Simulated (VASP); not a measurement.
## Moving the functional in NiMoIrPdW

The cell as given:

```xyz
5
Lattice="2.7661 0.0000 0.0000 -1.3830 2.3955 0.0000 0.0000 0.0000 11.0228" Properties=species:S:1:pos:R:3 pbc="T T T"
Ni    0.0000    1.5970    6.5818
Mo    0.0000    0.0000    4.5275
Pd    1.3831    0.7985    8.7653
Ir    1.3831    0.7985    2.2003
W     0.0000    1.5970   10.9935
```

The cell comes from a database or a generator and needn't be the stable form of this composition.

Kept alike: task relaxation of cell and atoms; k mesh 11 × 11 × 3; occupations fermi-dirac, width 0.05 eV; collinear spin, ferromagnetic start. Program: VASP, PBE PAW files Ir, Mo_sv, Ni, Pd, W_sv, 600 eV. The mesh is that of the run's cell of 5 atoms. No spin-orbit coupling.

```csv
functional,volume (Å³/atom),first edge of the run's cell (Å),third edge of the run's cell (Å)
BLYP,15.381,2.821,11.155
RPBE,14.893,2.786,11.078
revPBE,14.815,2.782,11.054
```

The relaxations keep at least the cell's symmetry (P3m1). For a metal such a mesh leaves the last digits unconverged. Relaxations stop with a little pressure left, so the last digits of a volume or edge aren't settled. The moments vanished: the runs ended non-magnetic. All rows use potentials made for PBE.

**Question.** What does the functional change here?

**Answer.** The volume runs from 14.815 (revPBE) to 15.381 Å³/atom (BLYP). The first edge of the run's cell runs from 2.782 (revPBE) to 2.821 Å (BLYP). The third edge of the run's cell runs from 11.054 (revPBE) to 11.155 Å (BLYP).
